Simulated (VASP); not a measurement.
Ta2SiO3:

```
Ta Si O
1.0
     3.90803    0.00000    0.00000
     0.00000    3.90803    0.00000
     0.00000    0.00000    5.55839
Ta Si O
2 1 3
Direct
  0.50000 0.50000 0.00000
  0.50000 0.50000 0.50000
  0.00000 0.00000 0.50000
  0.50000 0.00000 0.50000
  0.00000 0.50000 0.50000
  0.00000 0.00000 0.00000
```

The cell was built by a generator and needn't be a form met in nature.

| Property | Result |
| --- | --- |
| Program | VASP 6.6.1 |
| Task | relaxation of cell and atoms |
| Functional | PBE |
| Potentials or basis | VASP PAW PBE potentials, release 64 (Ta_pv, Si, O) |
| Cutoff | 520 eV |
| k mesh | 4 × 4 × 3 |
| Occupations | gaussian, width 0.15 eV |
| Spin | no spin polarisation |

At the start: pressure 11.7 GPa; volume 14.15 Å³/atom.

**Question.** How do energy, volume and symmetry change on relaxing?

**Answer.** Over 7 steps the energy falls by 154.7 meV/atom and the volume is 14.47 Å³/atom (+2.3 %); space group P4/mmm (No. 123, to 0.05 Å).

The path:
```
step  energy change (eV)  largest force (eV/Å)  pressure (GPa)  volume (Å³)
   1              0.0000                0.0000           11.71        84.89
   2             -0.4285                0.0000          -13.55        97.61
   3             -0.7101                0.0000           -6.06        92.35
   4             -0.9251                0.0000           -1.12        87.46
   5             -0.9251                0.0000           -1.06        87.37
   6             -0.9268                0.0000            0.67        86.46
   7             -0.9281                0.0000            0.05        86.82
```

Final structure:
```xyz
6
Lattice="4.1271 0.0000 0.0000 0.0000 4.1271 0.0000 0.0000 0.0000 5.0972" Properties=species:S:1:pos:R:3 pbc="T T T"
Ta    2.0635    2.0635    5.0972
Ta    2.0635    2.0635    2.5486
Si    0.0000    0.0000    2.5486
O     2.0635    0.0000    2.5486
O     0.0000    2.0635    2.5486
O     0.0000    0.0000    5.0972
```

Caveat: the k mesh is coarse (spacing up to 0.40 Å⁻¹), so the values aren't converged.
